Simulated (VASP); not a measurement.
Input:

```xyz
2
Lattice="0.0000 1.8039 1.8039 1.8039 0.0000 1.8039 1.8039 1.8039 0.0000" Properties=species:S:1:pos:R:3 pbc="T T T"
B      0.0000     0.0000     0.0000
N      0.9019     0.9019     0.9019
```

The numbers are results of PBEsol GGA, VASP's PBE PAW potentials (set 64) (plane waves; VASP 6.6.1), not measurements. Settings: 620 eV cut-off, 12×12×12 Γ-centred mesh, Gaussian smearing of 0.050 eV, potentials B N.

Problem. Estimate the energy per atom (σ→0), band gap (on the k-mesh) with the smallest direct gap where there is one.

Solution. 
```json
{
  "band gap (on the k-mesh)": "4.28 eV",
  "smallest direct gap (on the k-mesh)": "8.79 eV",
  "energy per atom (σ→0)": "-9.176 eV/atom"
}
```

Total energies compare only between runs with the same potentials, cut-off and functional.

The structure was generated: BN was put into the zinc blende type (F-43m), which need not be its known phase. It was relaxed first.
